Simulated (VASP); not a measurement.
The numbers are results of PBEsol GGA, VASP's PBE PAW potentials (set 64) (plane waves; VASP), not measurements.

A VASP calculation is set up with these files.

### INCAR
```
SYSTEM = ZnFe3C
PREC = Accurate; ENCUT = 400; LREAL = .False.
LASPH = .True.
EDIFF = 1E-6; NELM = 100; ALGO = Normal
LMAXMIX = 4
ISMEAR = -1; SIGMA = 0.1
GGA = PS
MAGMOM = 2*0.0 3*4.0
ISPIN = 2
ISIF = 2
LWAVE = .False.; LCHARG = .False.; LORBIT = 11
```

File KPOINTS:
```
kpoints
0
gamma
 5 5 5
0 0 0
```

### POSCAR
```
ZnFe3C
1
    3.8969450000     0.0000000000     0.0000000000
    0.0000000000     3.8969450000     0.0000000000
    0.0000000000     0.0000000000     3.8969450000
Zn C Fe
1 1 3
Direct
  0.0000000000   0.0000000000   0.0000000000
  0.5000000000   0.5000000000   0.5000000000
  0.0000000000   0.5000000000   0.5000000000
  0.5000000000   0.5000000000   0.0000000000
  0.5000000000   0.0000000000   0.5000000000
```

POTCAR, in this order: Zn C Fe (PBE.64 set). Program: vasp_std.

At this cut-off the stress carries a Pulay error, which pulls relaxed volumes low.

Q: What does the run give for the energy per atom (σ→0), cell moment, pressure, band gap (on the k-mesh)?

A: 
```yaml
energy per atom (σ→0): -7.513 eV/atom
cell_moment: 4.82 μB
band gap (on the k-mesh): none (metal, semimetal or under 0.01 eV)
pressure: -22.72 GPa
```

File OSZICAR:
```
...
DAV:   9    -0.376649273852E+02    0.54100E-01   -0.15922E-01  1464   0.497E+00    0.101E+00
DAV:  10    -0.376602126549E+02    0.47147E-02   -0.14408E-02  1436   0.172E+00    0.511E-01
DAV:  11    -0.376597693737E+02    0.44328E-03   -0.56051E-03  1436   0.751E-01    0.291E-01
DAV:  12    -0.376598608680E+02   -0.91494E-04   -0.43382E-04  1718   0.255E-01    0.152E-01
DAV:  13    -0.376598606539E+02    0.21403E-06   -0.84971E-05  1440   0.963E-02    0.303E-02
DAV:  14    -0.376598565169E+02    0.41370E-05   -0.11590E-05  1306   0.488E-02    0.142E-02
DAV:  15    -0.376598555578E+02    0.95913E-06   -0.14250E-06   802   0.119E-02
   1 F= -.37659856E+02 E0= -.37567211E+02  d E =-.185290E+00  mag=     4.8226
```

The structure was generated: ZnFe3C was put into an ordered model structure, which need not be its known phase. The cell was not relaxed at this level. The k-mesh is coarse (spacing up to 0.32 per Å, 2π included), so the numbers may not be converged in it.
